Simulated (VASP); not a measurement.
Consider the following.

```
RhI3
1.0
    3.42575    -5.93735     0.00119
    3.42575     5.93735     0.00119
   -2.08846     0.00000     6.70351
Rh I
2 6
Direct
  0.83331   0.16669   0.00000
  0.16669   0.83331   0.00000
  0.92384   0.56799   0.22464
  0.07616   0.43201   0.77536
  0.43201   0.07616   0.77536
  0.56799   0.92384   0.22464
  0.21302   0.21302   0.22654
  0.78698   0.78698   0.77346
```

Calculation: r2SCAN meta-GGA, VASP's PBE PAW potentials (set 64) (plane waves; VASP). Numerical set-up: 400 eV cut-off, 4×4×3 Γ-centred mesh, Gaussian smearing of 0.050 eV, potentials Rh_pv I.

Q: What does the run give for the energy per atom (σ→0)?

A: 
* **energy per atom (σ→0)**: -2394.9 kJ/mol of atoms

Only differences to runs with the same potentials and settings are physical.

The structure comes from a computed database's RhI3 entry (C2/m); how it stands against other phases isn't given here. It was relaxed first. The start is the result of an earlier pass.
